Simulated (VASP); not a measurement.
A run of VASP 6.6.1:

File INCAR:

```
PREC     = Accurate       # precision mode
ENCUT    = 600            # plane-wave cutoff, eV
EDIFF    = 1E-6           # SCF threshold, eV
ISMEAR   = -1             # smearing method
SIGMA    = 0.05           # smearing width, eV
LREAL    = False          # projectors in reciprocal space
LASPH    = True           # aspherical terms in the spheres
NELM     = 80             # most SCF steps
ALGO     = Fast           # electronic algorithm
ISIF     = 3              # what is computed and relaxed
LWAVE    = False          # write WAVECAR
LCHARG   = False          # write CHGCAR
GGA      = PS             # functional
IBRION   = 2              # ionic algorithm
NSW      = 40             # ionic steps
EDIFFG   = -0.01          # ionic threshold
PSTRESS  = 200
```

Contents of KPOINTS:

```
regular mesh
0
Gamma
  6 6 3
```

POSCAR

```
CsSi3
1.0
    4.0788500000      0.0000000000      0.0000000000
   -2.0394200000      3.5323900000      0.0000000000
    0.0000000000      0.0000000000      7.5518000000
Cs Si
1 3
Direct
    0.0000000000      0.0000000000      0.5000000000
    0.0000000000      0.0000000000      0.0000000000
    0.3333300000      0.6666700000      0.1090400000
    0.6666700000      0.3333300000      0.8909600000
```

Potentials or basis: VASP PAW PBE potentials, release 64 (Cs_sv, Si).

The run is started by

```sh
$ cat potpaw_PBE.64/Cs_sv/POTCAR potpaw_PBE.64/Si/POTCAR > POTCAR
$ mpirun -np 1 vasp_std > vasp.out
```

Hardware: 1 thread of Intel(R) Xeon(R) Platinum 8488C (Sapphire Rapids), on a shared host.

Q: How long does it take, and how much memory?

A: It took 15 min on 1 thread of Intel(R) Xeon(R) Platinum 8488C (Sapphire Rapids), with other jobs on the host, peak memory 0.32 GiB. Counts: scf iterations 223, k points 34, ion steps 30.
